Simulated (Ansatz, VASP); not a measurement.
**CaYS6: VASP beside Ansatz**

```
Ca Y S
1.0
     5.19306    0.00000    0.00000
     0.00000    5.19306    0.00000
     0.00000    0.00000    5.19306
Ca Y S
1 1 6
Cartesian
  0.0000 0.0000 0.0000
  2.5965 2.5965 2.5965
  0.0000 2.5965 2.5965
  2.5965 0.0000 2.5965
  2.5965 2.5965 0.0000
  2.5965 0.0000 0.0000
  0.0000 2.5965 0.0000
  0.0000 0.0000 2.5965
```

Alike in both runs: task single point; functional PBE; k mesh 4 × 4 × 4; occupations gaussian, width 0.1 eV; no spin polarisation.

|  | VASP | Ansatz |
| --- | --- | --- |
| version | VASP 6.6.1 | Ansatz 0.2.0 |
| potentials or method | VASP PAW PBE potentials, release 64 (Ca_sv, Y_sv, S) | scalar-relativistic, plane waves, PAW |
| plane-wave cutoff (eV) | 520 | 420 |
| valence electrons in the cell | 57 | 57 |

|  | VASP | Ansatz | Ansatz less VASP |
| --- | --- | --- | --- |
| gap on the k mesh at the Fermi level (eV) | none | none | - |
| pressure (GPa) | 19.0 | 19.0 | 0.00 |

A gap of «none» marks a metal or a gap that the smearing closes. With one functional, cell and mesh, what is left measures potentials, basis and numerics.

Caveats: so large a pressure means that the cell lies far from this level's equilibrium, or that cutoff or potentials fall short (VASP).
